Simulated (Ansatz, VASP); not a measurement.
## Two plane-wave programs on BeZn3Se4

INCAR

```
  PREC = Accurate
  ENCUT = 600
  EDIFF = 1E-7
  ISMEAR = 0
  SIGMA = 0.15
  LREAL = F
  LASPH = T
  NELM = 60
  ALGO = Normal
  ISIF = 3
  LWAVE = F
  LCHARG = F
  GGA = PE
  IBRION = 2
  NSW = 36
  EDIFFG = -0.08
```

File KPOINTS:

```
Automatic mesh
0
Gamma
  3 3 3
```

File POSCAR:

```
BeZn3Se4
1.0
   -2.6950000000      2.6950000000      5.3900000000
    2.6950000000     -2.6950000000      5.3900000000
    2.6950000000      2.6950000000     -5.3900000000
Be Zn Se
1 3 4
Direct
    0.0000000000      0.0000000000      0.0000000000
    0.2500000000      0.7500000000      0.5000000000
    0.7500000000      0.2500000000      0.5000000000
    0.5000000000      0.5000000000      0.0000000000
    0.3585000000      0.8805000000      0.0000000000
    0.1195000000      0.1195000000      0.4780000000
    0.6415000000      0.6415000000      0.5220000000
    0.8805000000      0.3585000000      0.0000000000
```

Input for Ansatz:

```yaml
crystal:
  lattice:
    - [-2.695, 2.695, 5.39]
    - [2.695, -2.695, 5.39]
    - [2.695, 2.695, -5.39]
  atoms:
    - { symbol: Be, position: [0.0, 0.0, 0.0] }
    - { symbol: Zn, position: [0.25, 0.75, 0.5] }
    - { symbol: Zn, position: [0.75, 0.25, 0.5] }
    - { symbol: Zn, position: [0.5, 0.5, 0.0] }
    - { symbol: Se, position: [0.3585, 0.8805, 0.0] }
    - { symbol: Se, position: [0.1195, 0.1195, 0.478] }
    - { symbol: Se, position: [0.6415, 0.6415, 0.522] }
    - { symbol: Se, position: [0.8805, 0.3585, 0.0] }
basis:
  ecutwfc: 420
kpoints:
  mp_grid: { grid: [3, 3, 3] }
hamiltonian:
  xc: pbe
scf:
  occupations: { method: gaussian, width: 0.15 }
  lower_state_search: "off"
output:
  forces: true
  stress: true
  eigenvalues: true
relax:
  adjacent_minimum: "off"
  f_tol: 0.08
  max_steps: 16
  cell: { stress_tol: 0.8 }
```

Alike in both runs: task relaxation of cell and atoms; functional PBE; k mesh 3 × 3 × 3; occupations gaussian, width 0.15 eV; no spin polarisation.

```csv
,VASP,Ansatz
version,VASP 6.6.1,Ansatz 0.2.0
potentials or method,"VASP PAW PBE potentials, release 64 (Be, Zn, Se)","scalar-relativistic, plane waves, PAW"
plane-wave cutoff (eV),600,420
valence electrons in the cell,62,102
```

```csv
,VASP,Ansatz,Ansatz less VASP
"gap on the k mesh at the Fermi level, each at its own relaxed structure (eV)",1.72,1.77,+0.044
relaxed volume (Å³/atom),21.91,21.71,-0.204
relaxed cell length with the largest relative difference (Å),6.849,6.825,-0.0234
energy change over the relaxation (meV/atom),-67,-63,+3.9
```

The two sets of potentials don't hold the same shells in valence.

Caveats: the k mesh is coarse (spacing up to 0.55 Å⁻¹), so the values aren't converged.
